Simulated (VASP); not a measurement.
An input for Ansatz (written as the equivalent of a VASP run, and not itself run):

Ansatz 0.2 input:
```yaml
crystal:
  lattice:
    - [0.0000000, 2.0141620, 2.0141620]
    - [2.0141620, 0.0000000, 2.0141620]
    - [2.0141620, 2.0141620, 0.0000000]
  atoms:
    - { symbol: Ag, position: [0.0000000, 0.0000000, 0.0000000] }
kpoints:
  mp_grid: { grid: [16, 16, 16] }
hamiltonian:
  xc: pbe
  pseudopotentials: { kind: paw }
scf:
  occupations: { method: methfessel_paxton, width: 0.1 }
  max_iter: 100
relax:
  max_steps: 40
  f_tol: 0.02
  cell: { p_target: 20 }
output: { forces: true, stress: true, eigenvalues: true }
```

Q: Write the VASP files for the same calculation (PBE).

A: This is not unique; one that fits is 
POSCAR:
```
Ag
1.0
  0.0000000000   2.0141620017   2.0141620017
  2.0141620017   0.0000000000   2.0141620017
  2.0141620017   2.0141620017   0.0000000000
Ag
1
Cart
  0.0000000000   0.0000000000   0.0000000000
```

INCAR:
```
SYSTEM = Ag
PREC = Accurate
ENCUT = 500
EDIFF = 1E-6
NELM = 100
ALGO = Normal
LREAL = .FALSE.
LASPH = .TRUE.
ISMEAR = 1
SIGMA = 0.1
GGA = PE
LMAXMIX = 4
LWAVE = .FALSE.
LCHARG = .FALSE.
IBRION = 2
ISIF = 3
NSW = 40
EDIFFG = -0.02
PSTRESS = 200
```

**KPOINTS**
```
Automatic mesh
0
Gamma
16 16 16
0 0 0
```

POTCAR, in this order: Ag (PBE.64 set). Program: vasp_std.

What does not carry over: each code has its own PAW files, so the cut-off isn't converted (ENCUT is set for VASP's; basis.ecutwfc is left out, and Ansatz then takes the one that its files recommend); Ansatz stops its SCF on the density residual and VASP on the energy change (EDIFF).

The compound is Ag in the fcc structure. This run relaxes it under an external pressure of 20 GPa. Symmetry was kept, so distortions that lower it aren't found.
